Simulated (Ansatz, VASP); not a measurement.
# One calculation of Sc3TaH, two programs

```xyz
5
Lattice="4.4480 0.0000 0.0000 0.0000 4.4480 0.0000 0.0000 0.0000 4.4480" Properties=species:S:1:pos:R:3 pbc="T T T"
Sc    0.0000    2.2240    2.2240
Sc    2.2240    0.0000    2.2240
Sc    2.2240    2.2240    0.0000
Ta    0.0000    0.0000    0.0000
H     2.2240    2.2240    2.2240
```

Change from the starting cell: species swapped into the LuBRh3 type (Pm-3m, No. 221).

Alike in both runs: functional PBE; k mesh 8 × 8 × 8; occupations gaussian, width 0.1 eV; no spin polarisation.

Ansatz relaxed the structure, and its values are those at the end. VASP's run is a single point on that final structure, the one shown.

|  | VASP | Ansatz |
| --- | --- | --- |
| version | VASP 6.6.1 | Ansatz 0.2.0 |
| potentials or method | VASP PAW PBE potentials, release 64 (Sc_sv, Ta_pv, H) | scalar-relativistic, plane waves, PAW |
| plane-wave cutoff (eV) | 520 | 420 |
| valence electrons in the cell | 45 | 47 |

```tsv
	VASP	Ansatz	Ansatz less VASP
gap on the k mesh at the Fermi level (eV)	none	none	-
pressure (GPa)	0.1	0.0	-0.08
```

A gap of «none» marks a metal or a gap that the smearing closes. The functional is the same, so the differences come from potentials, cutoffs and numerics. The two sets of potentials don't hold the same shells in valence.

The runs have no spin-orbit coupling, so splittings on Ta are missing.
